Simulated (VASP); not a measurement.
Output of a VASP run:

### OUTCAR
```
 ion  position               nearest neighbor table
   1  0.000  0.000  0.000-
  LATTYP: Found a body centered orthorhombic cell.
 ALAT       =     3.2033480000
 B/A-ratio  =     1.0300541808
 C/A-ratio  =     1.5623297875
 Subroutine PRICEL returns:
 Original cell was already a primitive cell.
 Subroutine GETGRP returns: Found  8 space group operations
The static configuration has the point symmetry D_2h.
The dynamic configuration has the point symmetry D_2h.
 Subroutine INISYM returns: Found  8 space group operations
 Subroutine IBZKPT returns following result:
 Found      1 irreducible k-points:

 Following reciprocal coordinates:
            Coordinates               Weight
  0.000000  0.000000  0.000000      1.000000
   k-points           NKPTS =      1   k-points in BZ     NKDIM =      1   number of bands    NBANDS=     10
   number of dos      NEDOS =    301   number of ions     NIONS =      1
   total plane-waves  NPLWV =  13824
   dimension x,y,z NGX =    24 NGY =   24 NGZ =   24
   dimension x,y,z NGXF=    48 NGYF=   48 NGZF=   48
   ions per type =               1
   PREC   = accura    normal or accurate (medium, high low for compatibility)
   ISTART =      0    job   : 0-new  1-cont  2-samecut
   ICHARG =      2    charge: 1-file 2-atom 10-const
   ISPIN  =      1    spin polarized calculation?
   LNONCOLLINEAR =      F non collinear calculations
   LSORBIT =      F    spin-orbit coupling
   INIWAV =      1    electr: 0-lowe 1-rand  2-diag
   ENCUT  =  400.0 eV  29.40 Ry    5.42 a.u.   5.54  5.54  5.54*2*pi/ulx,y,z
   NELM   =    100;   NELMIN=  2; NELMDL= -5     # of ELM steps
   EDIFF  = 0.1E-05   stopping-criterion for ELM
   LREAL  =      F    real-space projection
   NLSPLINE    = F    spline interpolate recip. space projectors
   LMAXMIX     =    4 max onsite mixed and CHGCAR
   VOSKOWN=      0    Vosko Wilk Nusair interpolation
   EDIFFG = 0.1E-04   stopping-criterion for IOM
   NSW    =      0    number of steps for IOM
   NBLOCK =      1;   KBLOCK =      1    inner block; outer block
   IBRION =     -1    ionic relax: 0-MD 1-quasi-New 2-CG
   NFREE  =      0    steps in history (QN), initial steepest desc. (CG)
   ISIF   =      2    stress and relaxation
   ISYM   =      2    0-nonsym 1-usesym 2-fastsym
   TEIN   =    0.0    initial temperature
   TEBEG  =    0.0;   TEEND  =   0.0 temperature during run
   SMASS  =  -3.00    Nose mass-parameter (am)
   PSTRESS=    0.0 pullay stress
   NELECT =      13.0000    total number of electrons
   EFERMI =   0.00;   METHOD = LEGACY
   ISMEAR =     1;   SIGMA  =   0.10  broadening in eV -4-tet -1-fermi 0-gaus
   IALGO  =     38    algorithm
   LDIAG  =      T    sub-space diagonalisation (order eigenvalues)
   IMIX   =      4    mixing-type and parameters
     AMIX     =   0.40;   BMIX     =  1.00
     AMIX_MAG =   1.60;   BMIX_MAG =  1.00
     AMIN     =   0.10
   GGA     = PE    functional components
   VOSKOWN =     0    Vosko Wilk Nusair interpolation
   LHFCALC =     F    Hartree Fock is set to
   LHFONE  =     F    Hartree Fock one center treatment
   AEXX    =    0.0000 exact exchange contribution
   IVDW    =     0    specifies the selected vdW correction
   LEPSILON=     F    determine dielectric tensor
   LRPA    =     F    only Hartree local field effects (RPA)
  energy-cutoff  :      400.00
  volume of cell :       26.45
      direct lattice vectors                 reciprocal lattice vectors
    -1.601674000  1.649811000  2.502343000     0.000000000  0.303065018  0.199812736
     1.601674000 -1.649811000  2.502343000     0.312173389  0.000000000  0.199812736
     1.601674000  1.649811000 -2.502343000     0.312173389  0.303065018  0.000000000
 k-point     1 :   0.0000 0.0000 0.0000  plane waves:     489
 maximum number of plane-waves:       489
```

**OSZICAR**
```
       N       E                     dE             d eps       ncg     rms          rms(c)
DAV:   1     0.949617210042E+02    0.94962E+02   -0.62251E+03    20   0.145E+03
DAV:   2     0.512029868825E+01   -0.89841E+02   -0.89329E+02    20   0.346E+02
DAV:   3    -0.362873135766E+00   -0.54832E+01   -0.54168E+01    40   0.751E+01
DAV:   4    -0.558321145363E+00   -0.19545E+00   -0.17194E+00    32   0.471E+00
DAV:   5    -0.568916143065E+00   -0.10595E-01   -0.10484E-01    32   0.100E+00    0.857E+00
DAV:   6    -0.532828843491E+00    0.36087E-01   -0.11390E-01    22   0.649E+00    0.422E+00
DAV:   7    -0.528405809049E+00    0.44230E-02   -0.91996E-02    30   0.531E+00    0.532E-01
DAV:   8    -0.529622771284E+00   -0.12170E-02   -0.91604E-03    20   0.160E+00    0.166E-01
DAV:   9    -0.529852614362E+00   -0.22984E-03   -0.56366E-04    30   0.303E-01    0.774E-02
DAV:  10    -0.529860804675E+00   -0.81903E-05   -0.96954E-06    28   0.370E-02    0.418E-02
DAV:  11    -0.529860910235E+00   -0.10556E-06   -0.83684E-06    32   0.395E-02
   1 F= -.52986091E+00 E0= -.52050676E+00  d E =-.280624E-01
```

**OUTCAR**
```
------------------------ aborting loop because EDIFF is reached ----------------------------------------
  FORCE on cell =-STRESS in cart. coord.  units (eV):
  Direction    XX          YY          ZZ          XY          YZ          ZX
  --------------------------------------------------------------------------------------
  Total      -13.3387263     14.7296783      0.8619681     -0.0000000      0.0000000      0.0000000
  in kB     -807.9970858    892.2543898     52.2139570     -0.0000000      0.0000000      0.0000000
  external PRESSURE =      45.4904203 kB  Pullay stress =       0.0000000 kB
  volume of cell :       26.45
      direct lattice vectors                 reciprocal lattice vectors
    -1.601674000  1.649811000  2.502343000     0.000000000  0.303065018  0.199812736
     1.601674000 -1.649811000  2.502343000     0.312173389  0.000000000  0.199812736
     1.601674000  1.649811000 -2.502343000     0.312173389  0.303065018  0.000000000
 POSITION                                       TOTAL-FORCE (eV/Angst)
 -----------------------------------------------------------------------------------
      0.00000      0.00000      0.00000         0.000000      0.000000     -0.000000
 -----------------------------------------------------------------------------------
    total drift:                               -0.000000      0.000000      0.000000
  FREE ENERGIE OF THE ION-ELECTRON SYSTEM (eV)
  ---------------------------------------------------
  free  energy   TOTEN  =        -0.5298609102 eV

  energy  without entropy=       -0.5017984722  energy(sigma->0) =       -0.52050676
```
(Selected blocks of OUTCAR.)

### POSCAR
```
In
1
   -1.6016740000     1.6498110000     2.5023430000
    1.6016740000    -1.6498110000     2.5023430000
    1.6016740000     1.6498110000    -2.5023430000
In
1
Direct
  0.0000000000   0.0000000000   0.0000000000
```

### Question
Reconstruct the remaining input files.

### Answer
Several could match; the one computed here: the input of the run itself, PBE GGA, plane waves, VASP's PBE PAW potentials (set 64).

### KPOINTS
```
Automatic mesh
0
Gamma
1 1 1
0 0 0
```

### INCAR
```
! general
SYSTEM  = In
PREC    = Accurate
ENCUT   = 400   ! plane-wave cut-off (eV)
LREAL   = F   ! projection in real space or not
LASPH   = T

! electronic loop
EDIFF   = 1E-6
NELM    = 100   ! most electronic steps
ALGO    = Normal   ! blocked Davidson
LMAXMIX = 4

! smearing
ISMEAR  = 1
SIGMA   = 0.1   ! width (eV)

! functional
GGA     = PE

! ions
ISIF    = 2   ! forces and stress, cell fixed

! output
LWAVE   = F
LCHARG  = F
```

POTCAR, in this order: In_d (PBE.64 set). Program: vasp_std.

The compound is In in the bct structure. The cell was not relaxed at this level. The k-mesh is coarse (spacing up to 2.73 per Å, 2π included), so the numbers may not be converged in it. The run is one of a series of settings (KPOINTS 1×1×1 Γ-centred mesh against the base run), some of them coarse on purpose.
